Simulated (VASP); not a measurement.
Data:

```
CoGa
1.0
    2.85087     0.00000     0.00000
    0.00000     2.85087     0.00000
    0.00000     0.00000     2.85087
Ga Co
1 1
Direct
  0.50000   0.50000   0.50000
  0.00000   0.00000   0.00000
```

Computed with PBE GGA with D3 dispersion (Becke-Johnson damping), VASP's PBE PAW potentials (set 64) (plane waves; VASP 6.6.1). Run with 520 eV cut-off, Gaussian smearing of 0.050 eV, potentials Ga_d Co.

Q: Give the energies of bands 6 to 14 at the high-symmetry points, in eV from the Fermi level.

A: 
| band | Γ | X | M | R |
|---|---|---|---|---|
| 6 | -12.38 | -8.13 | -6.20 | -4.30 |
| 7 | -2.71 | -7.10 | -3.28 | -4.30 |
| 8 | -2.71 | -2.48 | -3.28 | -4.30 |
| 9 | -0.82 | -1.88 | -2.61 | -0.27 |
| 10 | -0.82 | -1.88 | -1.33 | -0.27 |
| 11 | -0.82 | -0.82 | -1.33 | 0.79 |
| 12 | 5.25 | 0.06 | -0.31 | 3.85 |
| 13 | 5.25 | 10.86 | 2.34 | 3.85 |
| 14 | 5.25 | 10.86 | 3.24 | 3.85 |

It has no gap at this level: it comes out as a metal or semimetal.

The compound is CoGa in the CsCl type structure. It was relaxed first. The run is not spin-polarised, so no magnetic state was tried.
